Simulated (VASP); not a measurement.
The system is HfSi2B4.

```xyz
14
Lattice="6.3035 -0.0150 0.0285 -0.0109 4.6179 -0.0550 0.0237 -0.0630 5.3453" Properties=species:S:1:pos:R:3 pbc="T T T"
Hf    1.4171    0.2703    5.3111
Hf    4.6871    0.2374    5.3022
Si    1.4919    2.0929    4.1510
Si    4.6282    2.2897    4.1213
Si    1.6912    2.3439    1.1521
Si    4.4648    2.2793    1.1646
B     6.3097    3.7448    3.5048
B     3.3282    3.8082    3.4905
B     6.0478    3.7692    1.8267
B     3.3982    3.6002    1.3091
B     0.2335    0.9162    1.7638
B     2.9643    0.7431    1.8737
B     6.1390    0.7371    3.6991
B     3.1052    0.8957    3.8905
```

The cell was built by a generator and needn't be a form met in nature.

- Program: VASP 6.6.1
- Task: relaxation of cell and atoms
- Functional: PBE
- Potentials or basis: VASP PAW PBE potentials, release 64 (Hf_pv, Si, B)
- Cutoff: 520 eV
- k mesh: 4 × 5 × 4
- Occupations: gaussian, width 0.15 eV
- Spin: no spin polarisation

At the start: pressure 15.4 GPa; volume 11.11 Å³/atom.

Task: How do energy, volume and symmetry change on relaxing?

Result: Over 29 steps the energy falls by 573.1 meV/atom and the volume is 11.10 Å³/atom (-0.1 %); space group P2/m (No. 10, to 0.05 Å).

The path:
| step | energy change (eV) | largest force (eV/Å) | pressure (GPa) | volume (Å³) |
| --- | --- | --- | --- | --- |
| 1 | 0.0000 | 11.2611 | 15.42 | 155.57 |
| 2 | -3.2675 | 3.6726 | -15.82 | 180.63 |
| 3 | -5.1397 | 2.6773 | -11.18 | 168.30 |
| 4 | -6.6861 | 2.3566 | 3.19 | 153.84 |
| 5 | -6.6867 | 2.3459 | 2.87 | 154.07 |
| 6 | -7.3086 | 1.0130 | 1.58 | 153.71 |
| 7 | -7.3183 | 1.2099 | 1.63 | 153.66 |
| 8 | -7.4955 | 0.5960 | -1.56 | 155.90 |
| 9 | -7.5012 | 0.5876 | -2.09 | 156.37 |
| 10 | -7.5953 | 0.4025 | 0.43 | 154.20 |
| 11 | -7.6041 | 0.4593 | 1.52 | 153.33 |
| 12 | -7.6785 | 0.6116 | 0.41 | 154.01 |
| 13 | -7.6862 | 0.7558 | -0.07 | 154.31 |
| 14 | -7.7622 | 0.8045 | -0.49 | 154.74 |
| 15 | -7.8042 | 1.0428 | -1.16 | 155.98 |
| 16 | -7.8315 | 0.8519 | -0.95 | 155.38 |
| 17 | -7.9379 | 0.4853 | 0.52 | 154.58 |
| 18 | -7.9483 | 0.6764 | 1.26 | 154.26 |
| 19 | -7.9861 | 0.2964 | -0.27 | 155.41 |
| 20 | -7.9879 | 0.2649 | -0.04 | 155.21 |
| 21 | -8.0037 | 0.2153 | -0.04 | 155.17 |
| 22 | -8.0075 | 0.2588 | -0.02 | 155.13 |
| 23 | -8.0161 | 0.1227 | 0.21 | 155.08 |
| 24 | -8.0181 | 0.1771 | 0.46 | 155.04 |
| 25 | -8.0201 | 0.0932 | -0.44 | 155.76 |
| 26 | -8.0208 | 0.0983 | -0.15 | 155.52 |
| 27 | -8.0223 | 0.0444 | 0.03 | 155.35 |
| 28 | -8.0223 | 0.0511 | 0.05 | 155.33 |
| 29 | -8.0228 | 0.0226 | -0.01 | 155.36 |

Final structure:
```cif
data_structure
_symmetry_space_group_name_H-M 'P 1'
_symmetry_Int_Tables_number 1
_cell_length_a 6.3852
_cell_length_b 4.6780
_cell_length_c 5.2061
_cell_angle_alpha 87.502
_cell_angle_beta 90.071
_cell_angle_gamma 89.987
_cell_volume 155.36
loop_
_atom_site_label
_atom_site_type_symbol
_atom_site_fract_x
_atom_site_fract_y
_atom_site_fract_z
_atom_site_occupancy
Hf1 Hf 0.24281 0.01014 0.99851 1
Hf2 Hf 0.74277 0.00953 0.99915 1
Si1 Si 0.24148 0.52735 0.73374 1
Si2 Si 0.74199 0.52656 0.73541 1
Si3 Si 0.24375 0.49305 0.26206 1
Si4 Si 0.74353 0.49252 0.26393 1
B1 B 0.99170 0.87997 0.63225 1
B2 B 0.49163 0.88096 0.63174 1
B3 B 0.99383 0.78708 0.30898 1
B4 B 0.49347 0.78705 0.30905 1
B5 B 0.99360 0.13941 0.36582 1
B6 B 0.49354 0.13977 0.36520 1
B7 B 0.99170 0.23235 0.68901 1
B8 B 0.49203 0.23317 0.68834 1
```
